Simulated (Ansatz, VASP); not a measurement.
# WS2 (Tungstenite) in two plane-wave programs, part 2 of 2

Wanted: the spread between two codes on one cell, functional and k mesh. The cell is taken from a series of runs on this material, whose earlier steps may have relaxed, scaled, displaced or heated it; both programs get it as it stands.

VASP 6.6.1 and Ansatz 0.2.0.

So far: The structure; VASP: dielectric response, PBEsol.

## Step 3: Ansatz: dielectric response, PBEsol

Level of this step: Ansatz beside VASP: Kohn-Sham DFT, plane waves, PBEsol (Ansatz).

Ansatz runs on its default PAW (the set named soft_2) files.

The same cell, functional and mesh now go to Ansatz, which takes its cutoff from its data sets.

input.yaml

```yaml
crystal:
  lattice:
    - [3.1147253393, 0.0, 0.0]
    - [-1.5573626697, 2.6974312697, 0.0]
    - [0.0, 0.0, 11.7765970866]
  atoms:
    - { symbol: W, position: [0.3333333333, 0.6666666667, 0.25] }
    - { symbol: W, position: [0.6666666667, 0.3333333333, 0.75] }
    - { symbol: S, position: [0.3333333333, 0.6666666667, 0.6164917146] }
    - { symbol: S, position: [0.6666666667, 0.3333333333, 0.1164917146] }
    - { symbol: S, position: [0.3333333333, 0.6666666667, 0.8835082854] }
    - { symbol: S, position: [0.6666666667, 0.3333333333, 0.3835082854] }
kpoints:
  mp_grid: { grid: [8, 8, 2] }
scf:
  occupations: { method: fixed }
hamiltonian:
  xc: pbesol
  pseudopotentials: { kind: paw }
dielectric: {}
```

On the command line:

```
$ ansatz run input.yaml --threads 4 --pin off --max-ram 8192MiB --backend cpu --events-out ev --progress --plain --runs-dir out
```

Numbers of over 12 decimals in the logs are rounded to 6 here.

Log:

```text
Engine: ansatz 0.2.0, aarch64-unknown-linux-gnu
Pseudopotentials: kind: paw
Pseudopotential: W, paw, valence charge 14, recommended cutoff 420 eV (normal), W.paw.azcp
Pseudopotential: S, paw, valence charge 6, recommended cutoff 420 eV (normal), S.paw.azcp
Functional definition: PBEsol
  exchange = pbesol_x
  correlation = pbesol_c
Crystal: 6 atoms, lattice volume = 98.944 Å³
Basis set: ecut = 420 eV, 1923 PW (Γ), exchange–correlation on 48×48×160 points (8 copies of the dense FFT grid, shifted against one another)
Bands: 32, of which v1, the nominal top of the filled ones, is band 26 counted from 1 (25 counted from 0)
Symmetry: 24 space group operations
k-points: 42 of 128 (irreducible under 2 space group operations, time reversal used)
Non-local potential: W, projectors of the file, l = 0: 3, l = 1: 2, l = 2: 2, l = 3: 1
Non-local potential: S, projectors of the file, l = 0: 2, l = 1: 2, l = 2: 2
PAW form: soft (Blöchl's): semilocal exchange-correlation on the pseudo side does not see the compensation charge
PAW frozen core: W, regenerated for the run's functional, and the local potential with it (the file was generated under x = pbe(κ = 0.804, μ = 0.219515), c = pbe(β = 0.066725))
PAW frozen core: S, regenerated for the run's functional, and the local potential with it (the file was generated under x = pbe(κ = 0.804, μ = 0.219515), c = pbe(β = 0.066725))
PAW one-centre angular grid: W, 590 points (default); XC on 64 Gauss nodes
PAW one-centre angular grid: S, 110 points (default); XC on 64 Gauss nodes
Initial density: superposition of atomic densities (neutral atoms: chi_scale 0, normalization atom), corrected by the library's trained network
Initial wavefunctions: pseudopotential atomic-orbital guess
Functional: x = pbesol(κ = 0.804, μ = 0.123457), c = pbesol(β = 0.046)
SCF iter   1: F=—  HF=-24058.063784 eV  |F-HF|=—  |Δ(HF+E_count)|=         —  Δρ=7.92e-3  dr2=7.25e-2  ethr=1.77e-3  ⟨swp⟩=5.0  Hψ=5405  notcnv=0  defer=123
preconditioner: auto → Resta (q_TF=auto, 2.451 Å⁻¹)  ε∞=7.8  [insulator: Δε(μ)=0.815 eV  Ē_g=8.585 eV  n_scr=26 (ndim 8)  ℏωp=22.4 eV  f_vac=0.004  ε∞_Penn≈7.8]
SCF iter   2: F=—  HF=-24058.056124 eV  |F-HF|=—  |Δ(HF+E_count)|=   7.66e-3  Δρ=3.40e-3  dr2=7.76e-3  ethr=1.39e-4  ⟨swp⟩=2.6  Hψ=2218  notcnv=0  defer=166
SCF iter   3: F=—  HF=-24058.057419 eV  |F-HF|=—  |Δ(HF+E_count)|=   1.30e-3  Δρ=1.86e-3  dr2=2.42e-3  ethr=1.49e-5  ⟨swp⟩=2.1  Hψ=1445  notcnv=0  defer=166
SCF iter   4: F=—  HF=-24058.057934 eV  |F-HF|=—  |Δ(HF+E_count)|=   5.15e-4  Δρ=2.16e-4  dr2=5.78e-5  ethr=4.65e-6  ⟨swp⟩=2.0  Hψ=2070  notcnv=0  defer=166
SCF iter   5: F=—  HF=-24058.057960 eV  |F-HF|=—  |Δ(HF+E_count)|=   2.52e-5  Δρ=4.25e-5  dr2=2.52e-6  ethr=1.11e-7  ⟨swp⟩=2.0  Hψ=1973  notcnv=0  defer=60
SCF iter   6: F=—  HF=-24058.057959 eV  |F-HF|=—  |Δ(HF+E_count)|=   6.37e-7  Δρ=1.16e-5  dr2=1.46e-7  ethr=4.84e-9  ⟨swp⟩=2.0  Hψ=1874  notcnv=0  defer=58
SCF iter   7: F=—  HF=-24058.057959 eV  |F-HF|=—  |Δ(HF+E_count)|=   1.39e-7  Δρ=2.62e-6  dr2=7.70e-9  ethr=2.81e-10  ⟨swp⟩=2.0  Hψ=1939  notcnv=0  defer=58
SCF iter   8: F=—  HF=-24058.057959 eV  |F-HF|=—  |Δ(HF+E_count)|=   8.93e-9  Δρ=5.25e-7  dr2=3.54e-10  ethr=1.48e-11  ⟨swp⟩=2.0  Hψ=2037  notcnv=0  defer=58
SCF iter   9: F=-24058.057959 eV  HF=-24058.057959 eV  |F-HF|=0.00e0  |Δ(HF+E_count)|=  2.26e-10  Δρ=8.89e-8  dr2=7.98e-12  ethr=1.00e-12  ⟨swp⟩=8.6  Hψ=4926  notcnv=0
SCF 1 converged in 9 iterations: F = -24058.057959 eV  dr2 = 7.98e-12
  greatest PAW one-centre occupation: 1.000 electrons in one spin orbital (limit 2), on the W atom at site 1 (counted from 0), in its partial waves of l = 0
NSCF: frozen V_eff on 2 k-points
DFPT response loops at Γ: preconditioner auto → Resta (q_TF=auto, 2.451 Å⁻¹)  ε∞=8.5 (no band partly filled); β = 1.00, the filter's whole step (`scf.mixing.beta` (0.50) is not read by the response loops at its default; to damp them type it under 1.00, their step now; it binds the ground state too); Broyden in place of MSR1
── the response to a field inside a basis, on 14×14×4 k-points: an SCF that follows is theirs, and a resumed run solves both again ──
Bands: 27, of which v1, the nominal top of the filled ones, is band 26 counted from 1 (25 counted from 0)
k-points: 112 of 784 (irreducible under 8 space group operations)
Initial density: handed on by an earlier stage of this run
Initial wavefunctions: pseudopotential atomic-orbital guess (no wavefunctions were taken with the density)
Eigensolver: Dense (112 Hₖ)
SCF iter   1: F=—  HF=-24058.005457 eV  |F-HF|=—  |Δ(HF+E_count)|=         —  Δρ=2.78e-4  dr2=1.66e-5  ethr=1.00e-1
preconditioner: auto → Resta (q_TF=auto, 2.451 Å⁻¹)  ε∞=9.2  [insulator: Δε(μ)=0.762 eV  Ē_g=7.829 eV  n_scr=26 (ndim 8)  ℏωp=22.4 eV  f_vac=0.002  ε∞_Penn≈9.2]
SCF iter   2: F=—  HF=-24058.005466 eV  |F-HF|=—  |Δ(HF+E_count)|=   9.23e-6  Δρ=1.53e-4  dr2=5.38e-6  ethr=3.20e-8
SCF iter   3: F=—  HF=-24058.005470 eV  |F-HF|=—  |Δ(HF+E_count)|=   3.94e-6  Δρ=1.04e-5  dr2=1.10e-7  ethr=1.03e-8
SCF iter   4: F=-24058.005470 eV  HF=-24058.005470 eV  |F-HF|=1.34e-8  |Δ(HF+E_count)|=   1.77e-9  Δρ=4.10e-6  dr2=2.84e-8  ethr=2.12e-10
SCF 1 converged in 4 iterations: F = -24058.005470 eV  dr2 = 2.84e-8
  greatest PAW one-centre occupation: 1.000 electrons in one spin orbital (limit 2), on the W atom at site 0 (counted from 0), in its partial waves of l = 0
DFPT response loops at Γ: preconditioner auto → Resta (q_TF=auto, 2.451 Å⁻¹)  ε∞=8.9 (no band partly filled); β = 1.00, the filter's whole step (`scf.mixing.beta` (0.50) is not read by the response loops at its default; to damp them type it under 1.00, their step now; it binds the ground state too); Broyden in place of MSR1
SCF converged after 9 iterations
Free energy (F): -24058.057959 eV
Harris-Foulkes:  -24058.057959 eV  (|F-HF|=0.00e0)
Internal energy: -24058.057959 eV  (E = F + TS)
E sigma→0 (E₀):  -24058.057959 eV
Fermi energy:    13.040027 eV
--- Per-component energies (eV) ---
  E_band       = -314.633856
  E_kinetic    = 1338.574543
  E_local      = -3124.491711  (includes V_loc(G=0)·N_el)
  E_nonlocal   = 120.982598
  E_hartree    = 1229.167107
  E_xc         = -919.641909
  E_vxc        = -832.955471  (∫ρ·V_xc dr)
  E_paw        = -19209.284668  (= ΣΔE_a)
  E_vpaw       = -275.077872  (= ΣTr[D̂ρ^β])
  E_aug_tail   = -0.000131  (compensation charges beyond the density's cutoff)
  E_ewald      = -3494.055170
  E_core_change = 0.691382  (= ΣΔE_core)
  E_smearing   = -0.000000  (= −TS)
  E_closure    = 0.000000  (closes the sum)
  Σ components = -24058.057959   (vs F -24058.057959, Δ=0.00e0)
--- Band table (eV; the first three rows and the last of 42) ---
  k-point 0: bands = [... 22 lower, 10.7571, 11.4421, 11.7767, 13.0400, 15.2448, 15.2448, 15.2623, 15.2623, ... 2 higher]
  k-point 1: bands = [... 22 lower, 10.7064, 10.7064, 12.7293, 12.7293, 15.2347, 15.2347, 15.2347, 15.2347, ... 2 higher]
  k-point 2: bands = [... 22 lower, 10.6786, 11.4946, 11.7953, 12.3991, 14.8302, 14.9814, 15.0976, 15.2447, ... 2 higher]
  k-point 41: bands = [... 22 lower, 10.1696, 10.1696, 11.6075, 11.6075, 14.6219, 14.6219, 15.5541, 15.5541, ... 2 higher]
--- Dielectric response (ions clamped): 3 representative field directions + reference, inside a basis on a mesh of 784 k-points (Σ response iterations 12) ---
  ε∞ (high-frequency dielectric tensor):
       14.584689    -0.000000    -0.000000
       -0.000000    14.584689    -0.000000
       -0.000000    -0.000000     7.986746
  Born effective charges Z* (e; rows j = field, columns β = displacement):
    site 0:
        -0.70876    0.00000   -0.00000
         0.00000   -0.70876    0.00000
        -0.00000    0.00000   -0.70884
    site 1:
        -0.70876    0.00000   -0.00000
         0.00000   -0.70876    0.00000
        -0.00000    0.00000   -0.70884
    site 2:
         0.35438   -0.00000    0.00000
        -0.00000    0.35438    0.00000
         0.00000    0.00000    0.35442
    site 3:
         0.35438   -0.00000   -0.00000
        -0.00000    0.35438   -0.00000
        -0.00000   -0.00000    0.35442
    site 4:
         0.35438   -0.00000    0.00000
        -0.00000    0.35438   -0.00000
        -0.00000   -0.00000    0.35442
    site 5:
         0.35438   -0.00000    0.00000
        -0.00000    0.35438    0.00000
         0.00000   -0.00000    0.35442
  Z* charge neutrality: 3.675e-3 e pre-enforcement
  solved inside a basis spanned on kpoints, on 14×14×4 k-points, its susceptibility summed on 20×20×6: ε∞ is read to err by 5.2e-2, Z* by 1.7e-2 e (field_mesh: kpoints solves on kpoints); Z* is corrected for what the basis lacks
```

## Step 4: Comparison

Known differences besides the potentials themselves: fixed occupations in Ansatz, narrow Gaussian smearing in VASP; VASP's response is taken on the typed mesh, Ansatz refines its own for the field response alone; the data sets hold 52 valence electrons in Ansatz (on its default PAW (the set named soft_2) files) and 36 in VASP; the cutoff is 420 eV in Ansatz and 520 eV in VASP; Ansatz makes its cores anew for this functional, VASP keeps those of its PBE data sets. Total energies have different zeros and are not compared.

The two programs side by side:

| quantity | Ansatz | VASP | difference |
| --- | --- | --- | --- |
| ε∞ xx | 14.58 | 14.44 | +1.03 % |
| ε∞ yy | 14.58 | 14.44 | +1.03 % |
| ε∞ zz | 7.99 | 8.04 | -0.69 % |

## Step 5: What came out

```
difference in ε∞ xx (dielectric response, PBEsol) : 1.0 %
```

In words: The difference in ε∞ xx is 1.0 % (dielectric response, PBEsol), within the 5 % picked in this series as the mark of a large difference. The data sets hold unlike numbers of valence electrons (52 in Ansatz and 36 in VASP), so part of the differences comes from the potentials. Such differences can come from data sets, numerical settings and the points named under the comparisons, not from the functional's error against experiment.

[Lines on the potential files, build, host, timing and source positions are cut from VASP's logs without a mark.]

[Logs are printed without paths, hosts, clocks, repeated set-up lines and the standing remarks that a program may print on its own settings, such as how far it seeks lower states.]

[Hosts, paths, dates, database ids (printed as entryN), source tags and the programs' standing remarks are cut or masked in the printed files.]
